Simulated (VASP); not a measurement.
# TiSn (P-6m2) in VASP: a series of runs

The runs below take TiSn through single point, with PBE.

All numbers are computed with VASP 6.6.1; they aren't measurements. Logs are shortened: lines on timing, memory, paths and dates and some standing lists are left out, and cuts for length are marked.

**1. Starting point**

It takes space group P-6m2 (No. 187, hexagonal). The conventional cell has a = 3.169 Å, b = 3.169 Å, c = 4.614 Å, α = 90.00°, β = 90.00°, γ = 120.00°. Around Ti (site symmetry -6m2) lie 6 Sn at 2.94 Å and 6 Ti at 3.17 Å. Around Sn (site symmetry -6m2) lie 6 Ti at 2.94 Å and 6 Sn at 3.17 Å.

The cell was built by a generator and needn't be a form met in nature.

**2. Single point, PBE**

INCAR reads:

```
SYSTEM = TiSn
  PREC = Normal
  ENCUT = 520
  EDIFF = 1E-5
  ISMEAR = 0
  SIGMA = 0.15
  LREAL = Auto
  LASPH = .TRUE.
  NELM = 80
  ALGO = Fast
  ISIF = 2
  LWAVE = .FALSE.
  LCHARG = .FALSE.
  GGA = PE
```

KPOINTS reads:

```
regular mesh
0
G
  4 4 5
  0 0 0
```

POSCAR reads:

```
TiSn
1.0
    6.3376420000      0.0000000000      0.0000000000
   -3.1688200000      5.4885580000      0.0000000000
    0.0000000000      0.0000000000      4.6140000000
Ti Sn
4 4
Direct
    0.0000000000      0.0000000000      0.0000000000
    0.0000000000      0.5000000000      0.0000000000
    0.5000000000      0.0000000000      0.0000000000
    0.5000000000      0.5000000000      0.0000000000
    0.3333335000      0.1666665000      0.5000000000
    0.3333335000      0.6666665000      0.5000000000
    0.8333335000      0.1666665000      0.5000000000
    0.8333335000      0.6666665000      0.5000000000
```

Potentials or basis: VASP PAW PBE potentials, release 64 (Ti_sv, Sn_d).

Run with:

```console
> cat potpaw_PBE.64/Ti_sv/POTCAR potpaw_PBE.64/Sn_d/POTCAR > POTCAR
> mpirun -np 1 vasp_std > vasp.out
```

OUTCAR:

```text
SYSTEM = TiSn
   PREC = Normal
   ENCUT = 520
   EDIFF = 1E-5
   ISMEAR = 0
   LREAL = Auto
   LASPH = .TRUE.
   NELM = 80
   ISIF = 2
   GGA = PE

 ion  position               nearest neighbor table
   1  0.000  0.000  0.000-   7 2.94   7 2.94   8 2.94   8 2.94   5 2.94   5 2.94
   2  0.000  0.500  0.000-   8 2.94   8 2.94   7 2.94   7 2.94   6 2.94   6 2.94
   3  0.500  0.000  0.000-   5 2.94   5 2.94   6 2.94   6 2.94   7 2.94   7 2.94
   4  0.500  0.500  0.000-   6 2.94   6 2.94   5 2.94   5 2.94   8 2.94   8 2.94
   5  0.333  0.167  0.500-   3 2.94   3 2.94   4 2.94   4 2.94   1 2.94   1 2.94   6 3.17   6 3.17
                             8 3.17   8 3.17   7 3.17   7 3.17
   6  0.333  0.667  0.500-   4 2.94   4 2.94   3 2.94   3 2.94   2 2.94   2 2.94   5 3.17   5 3.17
                             7 3.17   7 3.17   8 3.17   8 3.17
   7  0.833  0.167  0.500-   1 2.94   1 2.94   2 2.94   2 2.94   3 2.94   3 2.94   8 3.17   8 3.17
                             6 3.17   6 3.17   5 3.17   5 3.17
   8  0.833  0.667  0.500-   2 2.94   2 2.94   1 2.94   1 2.94   4 2.94   4 2.94   7 3.17   7 3.17
                             5 3.17   5 3.17   6 3.17   6 3.17
[... 7 lines left out ...]
 A1 = (   6.3376420000,   0.0000000000,   0.0000000000)
 A2 = (  -3.1688200000,   5.4885580000,   0.0000000000)
 A3 = (   0.0000000000,   0.0000000000,   4.6140000000)

Analysis of symmetry for initial positions (statically):
=====================================================================
 Subroutine PRICEL returns following result:

  LATTYP: Found a hexagonal cell.
 ALAT       =     3.1688210000
 C/A-ratio  =     1.4560620496

  Lattice vectors:

 A1 = (   3.1688210000,   0.0000000000,   0.0000000000)
 A2 = (  -1.5844100000,   2.7442790000,   0.0000000000)
 A3 = (   0.0000000000,   0.0000000000,   4.6140000000)

   4 primitive cells build up your supercell.

 Routine SETGRP: Setting up the symmetry group for a
 hexagonal supercell.

 Subroutine GETGRP returns: Found 12 space group operations
 (whereof 12 operations were pure point group operations)
 out of a pool of 24 trial point group operations.

The static configuration has the point symmetry D_3h.

Analysis of symmetry for dynamics (positions and initial velocities):
=====================================================================
 Subroutine PRICEL returns following result:

  LATTYP: Found a hexagonal cell.
 ALAT       =     3.1688210000
 C/A-ratio  =     1.4560620496

  Lattice vectors:

 A1 = (   3.1688210000,   0.0000000000,   0.0000000000)
 A2 = (  -1.5844100000,   2.7442790000,   0.0000000000)
 A3 = (   0.0000000000,   0.0000000000,   4.6140000000)

[... 104 lines left out ...]
   POTIM  = 0.5000    time-step for ionic-motion
   TEBEG  =    0.0;   TEEND  =   0.0 temperature during run
   PSTRESS=    0.0 pullay stress
   NELECT =     104.0000    total number of electrons
   NUPDOWN=      -1.0000    fix difference up-down
   EMIN   =  10.00;   EMAX   =-10.00  energy-range for DOS
   EFERMI =   0.00;   METHOD = LEGACY
   ISMEAR =     0;   SIGMA  =   0.15  broadening in eV -4-tet -1-fermi 0-gaus
   EFERMI_NEDOS =   21; number of points for ismear=-14 and -15
   IALGO  =     68    algorithm
   IMIX   =      4    mixing-type and parameters
     AMIX     =   0.40;   BMIX     =  1.00
     AMIX_MAG =   1.60;   BMIX_MAG =  1.00
  volume/ion in A,a.u.               =      20.06       135.38
  Fermi-wavevector in a.u.,A,eV,Ry     =   1.416657  2.677094 27.305770  2.006918
  Thomas-Fermi vector in A             =   2.537969
   LORBIT       =      0    0 simple, 1 ext, 2 COOP (PROOUT), +10 PAW based schemes
   GGA     = PE    functional components
   LHFCALC =     F    Hartree Fock is set to
   AEXX    =    0.0000 exact exchange contribution
   IVDW    =     0    specifies the selected vdW correction
   LEPSILON=     F    determine dielectric tensor
   LRPA    =     F    only Hartree local field effects (RPA)
 non-spin polarized calculation
 RMM-DIIS sequential band-by-band and
 Gauss-broadening in eV      SIGMA  =   0.15
  energy-cutoff  :      520.00
  volume of cell :      160.50
 maximum number of plane-waves:      4367
   NGX = 23   NGY = 23   NGZ = 17

 number of electron     104.0000065 magnetization

 Free energy of the ion-electron system (eV)
  ---------------------------------------------------
  ext. energy  EPLUGINS =         0.00000000
  ---------------------------------------------------
  free energy    TOTEN  =       -48.46488044 eV

  energy without entropy =      -48.38522811  energy(sigma->0) =      -48.42505428

 E-fermi :   9.4310     XC(G=0): -11.3537

 val. band max:        9.3953250807   @ k =   0.2500   0.0000   0.4000
 cond. band min:       9.4798337042   @ k =   0.5000   0.0000   0.2000
 fundamental gap:      0.0845086236
 Fermi energy:         9.4310058276

 k-point     1 :       0.0000    0.0000    0.0000
  band No.  band energies     occupation
      1     -47.5726      2.00000
      2     -47.5447      2.00000
      3     -47.5447      2.00000
      4     -47.5447      2.00000
      5     -23.9459      2.00000
      6     -23.9138      2.00000
[... 769 lines left out ...]
     61      10.9169      0.00000
     62      11.6033      0.00000

------------------------ aborting loop because EDIFF is reached ----------------------------------------

  FORCE on cell =-STRESS in cart. coord.  units (eV):
  Direction    XX          YY          ZZ          XY          YZ          ZX
  --------------------------------------------------------------------------------------
  -------------------------------------------------------------------------------------
  Total        0.0980243      0.0980243      0.0897468      0.0000000      0.0000000      0.0000000
  in kB        0.9785453      0.9785449      0.8959134      0.0000002      0.0000000      0.0000000
  external PRESSURE =       0.9510012 kB  Pullay stress =       0.0000000 kB

 VOLUME and BASIS-vectors are now :
 -----------------------------------------------------------------------------
  energy-cutoff  :      520.00
  volume of cell :      160.50
      direct lattice vectors                 reciprocal lattice vectors
     6.337642000  0.000000000  0.000000000     0.157787392  0.091098580  0.000000000
    -3.168820000  5.488558000  0.000000000     0.000000000  0.182197218  0.000000000
     0.000000000  0.000000000  4.614000000     0.000000000  0.000000000  0.216731686

 POSITION                                       TOTAL-FORCE (eV/Angst)
 -----------------------------------------------------------------------------------
      0.00000      0.00000      0.00000         0.000000     -0.000000     -0.000000
     -1.58441      2.74428      0.00000         0.000000     -0.000000     -0.000000
      3.16882      0.00000      0.00000         0.000000     -0.000000     -0.000000
      1.58441      2.74428      0.00000         0.000000     -0.000000     -0.000000
      1.58441      0.91476      2.30700         0.000000      0.000000      0.000000
      0.00000      3.65904      2.30700        -0.000000      0.000000     -0.000000
      4.75323      0.91476      2.30700        -0.000000     -0.000000      0.000000
      3.16882      3.65904      2.30700        -0.000000      0.000000     -0.000000
 -----------------------------------------------------------------------------------
    total drift:                               -0.002784      0.001616     -0.000000

  FREE ENERGIE OF THE ION-ELECTRON SYSTEM (eV)
  ---------------------------------------------------
  free  energy   TOTEN  =       -48.4648804394 eV

  energy  without entropy=      -48.3852281124  energy(sigma->0) =      -48.42505428
```

It took 6.3 min on 1 thread of Intel Xeon Platinum 8259CL at 2.50GHz (Skylake/Cascade Lake), shared host; peak memory 0.23 GiB.

What came out:

- Free energy: -48.4649 eV
- Pressure: 0.1 GPa
- Band gap on the k mesh: none (metal or under the smearing width)

Levels at points of the mesh, in eV from the Fermi level:
| k point | band 48 | band 49 | band 50 | band 51 | band 52 | band 53 | band 54 | band 55 | band 56 | band 57 |
| --- | --- | --- | --- | --- | --- | --- | --- | --- | --- | --- |
| (0.00, 0.00, 0.00) | -1.97 | -0.87 | -0.87 | -0.87 | 0.71 | 0.71 | 1.30 | 1.30 | 1.30 | 1.67 |
| (0.50, 0.00, 0.00) | -1.37 | -1.14 | -1.14 | -0.53 | -0.53 | 0.53 | 0.53 | 1.14 | 1.14 | 1.48 |

**3. Single point, PBE**

This run uses another cell than the first one: it holds 12 atoms, not 8.

INCAR is that of step 2.

KPOINTS reads:

```
regular mesh
0
G
  5 5 3
  0 0 0
```

POSCAR reads:

```
TiSn
1.0
    5.7259880000      0.0000000000      0.0000000000
   -2.8629940000      4.9588510000      0.0000000000
    0.0000000000      0.0000000000      9.6096000000
Ti Sn
6 6
Direct
    0.0000000000      0.5000000000      0.0000000000
    0.0000000000      0.5000000000      0.5000000000
    0.5000000000      0.0000000000      0.0000000000
    0.5000000000      0.0000000000      0.5000000000
    0.5000000000      0.5000000000      0.0000000000
    0.5000000000      0.5000000000      0.5000000000
    0.6666670000      0.3333330000      0.2500000000
    0.6666670000      0.3333330000      0.7500000000
    0.3333330000      0.6666670000      0.2500000000
    0.3333330000      0.6666670000      0.7500000000
    0.0000000000      0.0000000000      0.0000000000
    0.0000000000      0.0000000000      0.5000000000
```

Potentials or basis: VASP PAW PBE potentials, release 64 (Ti_sv, Sn_d).

Run with:

```console
> cat potpaw_PBE.64/Ti_sv/POTCAR potpaw_PBE.64/Sn_d/POTCAR > POTCAR
> mpirun -np 1 vasp_std > vasp.out
```

OUTCAR:

```text
SYSTEM = TiSn
   PREC = Normal
   ENCUT = 520
   EDIFF = 1E-5
   ISMEAR = 0
   LREAL = Auto
   LASPH = .TRUE.
   NELM = 80
   ISIF = 2
   GGA = PE

 ion  position               nearest neighbor table
   1  0.000  0.500  0.000-   3 2.86  11 2.86  11 2.86   3 2.86   5 2.86   5 2.86   7 2.92   8 2.92
                             9 2.92  10 2.92
   2  0.000  0.500  0.500-   4 2.86  12 2.86  12 2.86   4 2.86   6 2.86   6 2.86   7 2.92   8 2.92
                             9 2.92  10 2.92
   3  0.500  0.000  0.000-   1 2.86   5 2.86   5 2.86   1 2.86  11 2.86  11 2.86   7 2.92   8 2.92
                             9 2.92  10 2.92
   4  0.500  0.000  0.500-   2 2.86   6 2.86   6 2.86   2 2.86  12 2.86  12 2.86   7 2.92   8 2.92
                             9 2.92  10 2.92
   5  0.500  0.500  0.000-   3 2.86  11 2.86   3 2.86  11 2.86   1 2.86   1 2.86   7 2.92   8 2.92
                             9 2.92  10 2.92
   6  0.500  0.500  0.500-   4 2.86  12 2.86   4 2.86  12 2.86   2 2.86   2 2.86   7 2.92   8 2.92
                             9 2.92  10 2.92
   7  0.667  0.333  0.250-   3 2.92   4 2.92   1 2.92   2 2.92   5 2.92   6 2.92   9 3.31   9 3.31
                             9 3.31
   8  0.667  0.333  0.750-   3 2.92   4 2.92   1 2.92   2 2.92   5 2.92   6 2.92  10 3.31  10 3.31
                            10 3.31
   9  0.333  0.667  0.250-   3 2.92   4 2.92   1 2.92   2 2.92   5 2.92   6 2.92   7 3.31   7 3.31
                             7 3.31
  10  0.333  0.667  0.750-   3 2.92   4 2.92   1 2.92   2 2.92   5 2.92   6 2.92   8 3.31   8 3.31
                             8 3.31
  11  0.000  0.000  0.000-   1 2.86   5 2.86   1 2.86   5 2.86   3 2.86   3 2.86
  12  0.000  0.000  0.500-   2 2.86   6 2.86   2 2.86   6 2.86   4 2.86   4 2.86

  LATTYP: Found a hexagonal cell.
 ALAT       =     5.7259880000
 C/A-ratio  =     1.6782431259

  Lattice vectors:

 A1 = (   5.7259880000,   0.0000000000,   0.0000000000)
 A2 = (  -2.8629940000,   4.9588510000,   0.0000000000)
 A3 = (   0.0000000000,   0.0000000000,   9.6096000000)

Analysis of symmetry for initial positions (statically):
=====================================================================
 Subroutine PRICEL returns following result:
[... 175 lines left out ...]
   NGX = 21   NGY = 21   NGZ = 35

 number of electron     156.0000091 magnetization

 Free energy of the ion-electron system (eV)
  ---------------------------------------------------
  ext. energy  EPLUGINS =         0.00000000
  ---------------------------------------------------
  free energy    TOTEN  =       -73.07749663 eV

  energy without entropy =      -72.94391972  energy(sigma->0) =      -73.01070818

 E-fermi :   7.5289     XC(G=0): -10.5450

 val. band max:        7.4984160095   @ k =   0.2000   0.0000   0.0000
 cond. band min:       7.5825424185   @ k =   0.2000   0.2000   0.0000
 fundamental gap:      0.0841264090
 Fermi energy:         7.5288601732

 k-point     1 :       0.0000    0.0000    0.0000
  band No.  band energies     occupation
      1     -49.1878      2.00000
      2     -49.1877      2.00000
      3     -49.1148      2.00000
      4     -49.1148      2.00000
      5     -49.1148      2.00000
      6     -49.1148      2.00000
[... 919 lines left out ...]
     89       9.3582      0.00000
     90       9.5471      0.00000
 [bands above 90 left out]

------------------------ aborting loop because EDIFF is reached ----------------------------------------

  FORCE on cell =-STRESS in cart. coord.  units (eV):
  Direction    XX          YY          ZZ          XY          YZ          ZX
  --------------------------------------------------------------------------------------
  -------------------------------------------------------------------------------------
  Total       -0.6871294     -0.6871294      0.4125409      0.0000000     -0.0000000     -0.0000000
  in kB       -4.0347098     -4.0347096      2.4223717      0.0000000     -0.0000000     -0.0000000
  external PRESSURE =      -1.8823492 kB  Pullay stress =       0.0000000 kB

 VOLUME and BASIS-vectors are now :
 -----------------------------------------------------------------------------
  energy-cutoff  :      520.00
  volume of cell :      272.86
      direct lattice vectors                 reciprocal lattice vectors
     5.725988000  0.000000000  0.000000000     0.174642350  0.100829809  0.000000000
    -2.862994000  4.958851000  0.000000000     0.000000000  0.201659618  0.000000000
     0.000000000  0.000000000  9.609600000     0.000000000  0.000000000  0.104062604

 POSITION                                       TOTAL-FORCE (eV/Angst)
 -----------------------------------------------------------------------------------
     -1.43150      2.47943      0.00000        -0.000000     -0.000000      0.000000
     -1.43150      2.47943      4.80480        -0.000000     -0.000000      0.000000
      2.86299      0.00000      0.00000        -0.000000     -0.000000      0.000000
      2.86299      0.00000      4.80480        -0.000000     -0.000000      0.000000
      1.43150      2.47943      0.00000        -0.000000     -0.000000      0.000000
      1.43150      2.47943      4.80480        -0.000000     -0.000000      0.000000
      2.86300      1.65295      2.40240         0.000000     -0.000000     -0.000000
      2.86300      1.65295      7.20720         0.000000     -0.000000     -0.000000
     -0.00000      3.30590      2.40240        -0.000000      0.000000      0.000000
     -0.00000      3.30590      7.20720         0.000000      0.000000      0.000000
      0.00000      0.00000      0.00000        -0.000000     -0.000000      0.000000
      0.00000      0.00000      4.80480        -0.000000     -0.000000      0.000000
 -----------------------------------------------------------------------------------
    total drift:                                0.000000      0.000000      0.000000

  FREE ENERGIE OF THE ION-ELECTRON SYSTEM (eV)
  ---------------------------------------------------
  free  energy   TOTEN  =       -73.0774966311 eV

  energy  without entropy=      -72.9439197245  energy(sigma->0) =      -73.01070818
```

OSZICAR:

```text
N       E                     dE             d eps       ncg     rms          rms(c)
DAV:   1     0.222068539182E+04    0.22207E+04   -0.74743E+04  1889   0.246E+03
DAV:   2     0.345311860247E+03   -0.18754E+04   -0.18477E+04  1860   0.751E+02
DAV:   3    -0.158820822799E+02   -0.36119E+03   -0.34797E+03  2030   0.269E+02
[... 42 lines left out ...]
RMM:  46    -0.730774755152E+02   -0.83758E-05   -0.14429E-04  2748   0.539E-02    0.293E-03
RMM:  47    -0.730774815953E+02   -0.60802E-05   -0.11393E-04  2436   0.516E-02    0.307E-03
RMM:  48    -0.730774866851E+02   -0.50898E-05   -0.11294E-04  2494   0.517E-02    0.335E-03
RMM:  49    -0.730774917987E+02   -0.51135E-05   -0.10957E-04  2633   0.509E-02    0.370E-03
RMM:  50    -0.730774966311E+02   -0.48324E-05   -0.99974E-05  2543   0.497E-02
   1 F= -.73077497E+02 E0= -.73010708E+02  d E =-.133577E+00
```

Wall time 13 min (1 thread of Intel Xeon Platinum 8259CL at 2.50GHz (Skylake/Cascade Lake), shared host); peak memory 0.33 GiB.

What came out:

```
Free energy            : -73.0775 eV
Pressure               : -0.2 GPa
Band gap on the k mesh : none (metal or under the smearing width)
```

Stress tensor (GPa, compression positive):
```
-0.40  0.00  0.00
 0.00 -0.40  0.00
 0.00  0.00  0.24
```

**4. Single point, PBE**

This run uses another cell than the first one, of 19.85 Å³/atom, 0.989 times its volume.

INCAR is that of step 3.

KPOINTS reads:

```
regular mesh
0
G
  4 4 6
  0 0 0
```

POSCAR reads:

```
TiSn
1.0
    4.0155000000     -4.8131000000      0.0000000000
    4.0155000000      4.8131000000      0.0000000000
    0.0000000000      0.0000000000      4.1080800000
Ti Sn
4 4
Direct
    0.2500000000      0.2500000000      0.0000000000
    0.2500000000      0.7500000000      0.0000000000
    0.7500000000      0.2500000000      0.0000000000
    0.7500000000      0.7500000000      0.0000000000
    0.0000000000      0.0000000000      0.5000000000
    0.0000000000      0.5000000000      0.5000000000
    0.5000000000      0.0000000000      0.5000000000
    0.5000000000      0.5000000000      0.5000000000
```

Run with:

```console
> cat potpaw_PBE.64/Ti_sv/POTCAR potpaw_PBE.64/Sn_d/POTCAR > POTCAR
> mpirun -np 1 vasp_std > vasp.out
```

It took 10 min on 1 thread of Intel Xeon Platinum 8259CL at 2.50GHz (Skylake/Cascade Lake), shared host; peak memory 0.29 GiB.

It converged, with:

```
Free energy            : -48.4417 eV
Pressure               : 0.0 GPa
Band gap on the k mesh : none (metal or under the smearing width)
```

Stress tensor (GPa, compression positive):
```
 0.13  0.00  0.00
 0.00  0.22  0.00
 0.00  0.00 -0.33
```

Levels at points of the mesh, in eV from the Fermi level:
```
           k point  band 48  band 49  band 50  band 51  band 52  band 53  band 54  band 55  band 56  band 57
(0.00, 0.00, 0.00)    -1.29    -0.80    -0.80    -0.71    -0.65    -0.24     0.17     1.09     1.09     1.20
(0.50, 0.00, 0.00)    -1.25    -1.02    -1.02    -0.89    -0.89     0.39     0.39     0.53     0.53     1.37
(0.50, 0.50, 0.00)    -1.14    -1.13    -1.13    -0.51    -0.51     0.07     0.07     0.59     0.59     0.64
(0.00, 0.00, 0.50)    -2.64    -1.35    -1.35    -0.60     0.13     0.42     1.04     1.10     1.12     1.21
(0.50, 0.00, 0.50)    -1.37    -0.48    -0.48    -0.14    -0.14     0.20     0.20     0.78     0.78     0.96
(0.50, 0.50, 0.50)    -1.37    -0.45    -0.45    -0.12    -0.12     0.52     0.52     0.58     0.58     0.90
```

**5. The runs side by side**

```tsv
cell	k mesh	gap on the mesh (eV)	pressure (GPa)
P-6m2, 20.06 Å³/atom	4 × 4 × 5	none	0.1
P6/mmm, 22.74 Å³/atom	5 × 5 × 3	none	-0.2
Cmmm, 19.85 Å³/atom	4 × 4 × 6	none	0.0
```

Alike in all rows: task single point; level PBE; potentials or basis VASP PAW PBE potentials, release 64 (Ti_sv, Sn_d); no spin polarisation; cutoff (eV) 520; smearing gaussian 0.15 eV.

Every run on the cell as given and a fine mesh finds a metal.

Absolute energies hang on the potentials; compare differences alone.
